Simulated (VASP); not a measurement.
The system is GaP.

```
Ga P
1.0
     0.00000    2.72525    2.72525
     2.72525    0.00000    2.72525
     2.72525    2.72525    0.00000
Ga P
1 1
Direct
  0.00000 0.00000 0.00000
  0.25000 0.25000 0.25000
```

- Program: VASP 6.6.1
- Task: relaxation of cell and atoms
- Functional: PBE
- Potentials or basis: VASP PAW PBE potentials, release 64 (Ga_d, P)
- Cutoff: 520 eV
- k mesh: 10 × 10 × 10
- Occupations: gaussian, width 0.02 eV
- Spin: no spin polarisation

At the start: pressure 2.5 GPa; volume 20.24 Å³/atom.

**Question.** Where does the relaxation end?

**Answer.** Over 3 steps the energy falls by 4.7 meV/atom and the volume is 20.86 Å³/atom (+3.1 %); space group F-43m (No. 216, to 0.05 Å).

The path:
```csv
step,energy change (eV),largest force (eV/Å),pressure (GPa),volume (Å³)
1,0.0000,0.0000,2.50,40.48
2,-0.0071,0.0000,-1.13,42.36
3,-0.0093,0.0000,0.01,41.72
```

Final structure:
```yaml
crystal:
  lattice:
    - [0.00000, 2.75276, 2.75276]
    - [2.75276, 0.00000, 2.75276]
    - [2.75276, 2.75276, 0.00000]
  atoms:
    - { symbol: Ga, position: [0.00000, 0.00000, 0.00000] }
    - { symbol: P, position: [0.25000, 0.25000, 0.25000] }
```
